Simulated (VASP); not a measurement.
# TaO (relaxed from the wurtzite structure, space group P6_3mc): computed properties

Level of theory: PBEsol GGA, VASP's PBE PAW potentials (set 64) (plane waves; VASP 6.6.1).

space group: P6_3mc (186)
cell: a = 2.9061 Å, b = 2.9061 Å, c = 6.7860 Å, α = 90.00°, β = 90.00°, γ = 120.00°
volume per atom: 12.41 Å^3/atom
band gap (over mesh and band path): none (metal, semimetal or under 0.01 eV)
density: 13.18 g/cm³

TaO is modelled in the hexagonal space group P6₃mc (No. 186), the wurtzite structure, Pearson symbol hP4. Cell: a = 2.906 Å, b = 2.906 Å, c = 6.786 Å, α = 90.00°, β = 90.00°, γ = 120.00°. Ta on 2b is surrounded by 1 O at 2.024 Å and 3 O at 2.165 Å. O on 2b is surrounded by 1 Ta at 2.024 Å and 3 Ta at 2.165 Å. (Neighbours: up to the widest gap in distance over summed covalent radii, below 1.35, at either atom; cation-cation and far metal-metal contacts left out.)

Unless said otherwise, spin-orbit coupling is left out, though it shifts the bands of the heavy elements here.

The structure was generated: TaO was put into the wurtzite type (P6_3mc), which need not be its known phase. It was relaxed first, which changed the volume by -39 %. Symmetry was kept, so distortions that lower it aren't found.
